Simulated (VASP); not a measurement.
Consider the following.

```yaml
crystal:
  lattice:
    - [0.00000, 2.16711, 2.16711]
    - [2.16711, 0.00000, 2.16711]
    - [2.16711, 2.16711, 0.00000]
  atoms:
    - { symbol: Ti, position: [0.00000, 0.00000, 0.00000] }
    - { symbol: C, position: [0.50000, 0.50000, 0.50000] }
```

Computed with PBE GGA, VASP's PBE PAW potentials (set 64) (plane waves; VASP 6.6.1). Run with 600 eV cut-off, 14×14×14 Γ-centred mesh, first-order Methfessel-Paxton smearing of 0.10 eV, potentials Ti_sv C.

Each relaxation starts from this cell; other phases were not tried.

Q: The cell is relaxed at 15 GPa. What happens?

A: The volume per atom goes from 10.18 to 9.64 Å³ (-5.3 %), and the cell becomes a = 4.256 Å, b = 4.256 Å, c = 4.256 Å, α = 90.00°, β = 90.00°, γ = 90.00°, space group Fm-3m.

Q: The cell is relaxed at 30 GPa. What happens?

A: The volume per atom goes from 10.18 to 9.21 Å³ (-9.5 %), and the cell becomes a = 4.193 Å, b = 4.193 Å, c = 4.193 Å, α = 90.00°, β = 90.00°, γ = 90.00°, space group Fm-3m.

Failed runs are left out, and for metals the shear rows, which the mesh's noise covers.

The compound is TiC in the rock salt structure.
